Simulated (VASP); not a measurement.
Computed with PBE GGA, VASP's PBE PAW potentials (set 64) (plane waves; VASP).

VASP input:

INCAR:
```
ALGO=Normal
EDIFF=1E-6
EDIFFG=-0.02
ENCUT=500
GGA=PE
IBRION=2
ISIF=3
ISMEAR=1
LASPH=T
LCHARG=F
LMAXMIX=4
LREAL=F
LWAVE=F
NELM=100
NSW=40
PREC=Accurate
PSTRESS=300
SIGMA=0.1
SYSTEM=Pd
```

File KPOINTS:
```
kpoints
0
G
 16 16 16
0 0 0
```

### POSCAR
```
Pd
1.0
  0.0000000000   1.9108608821   1.9108608821
  1.9108608821   0.0000000000   1.9108608821
  1.9108608821   1.9108608821   0.0000000000
Pd
1
Direct
  0.0000000000   0.0000000000   0.0000000000
```

POTCAR, in this order: Pd (PBE.64 set). Program: vasp_std.

Energy and stress use the plane-wave basis of the starting cell.

Question: What does the run give for the energy per atom (σ→0), volume per atom, band gap (on the k-mesh)?

Answer: 
```yaml
energy per atom (σ→0): -5.069 eV/atom
band gap (on the k-mesh): none (metal, semimetal or under 0.01 eV)
volume_per_atom: 13.49 Å³/atom
```

### OSZICAR
```
...
   3 F= -.25427691E+01 E0= -.25428281E+01  d E =-.150273E-01
       N       E                     dE             d eps       ncg     rms          rms(c)
DAV:   1    -0.506891836317E+01    0.26148E-02   -0.28486E-03  2651   0.618E-01    0.834E-02
DAV:   2    -0.506878408573E+01    0.13428E-03   -0.58206E-04  2633   0.228E-01    0.225E-02
DAV:   3    -0.506878332806E+01    0.75767E-06   -0.11166E-05  2877   0.267E-02    0.125E-02
DAV:   4    -0.506878510254E+01   -0.17745E-05   -0.18160E-06  2830   0.118E-02    0.839E-04
DAV:   5    -0.506878509265E+01    0.98902E-08   -0.14238E-08  1314   0.117E-03
   4 F= -.25427899E+01 E0= -.25428497E+01  d E =-.150481E-01
```

The compound is Pd in the fcc structure. This run relaxes it under an external pressure of 30 GPa. Symmetry was kept, so distortions that lower it aren't found.
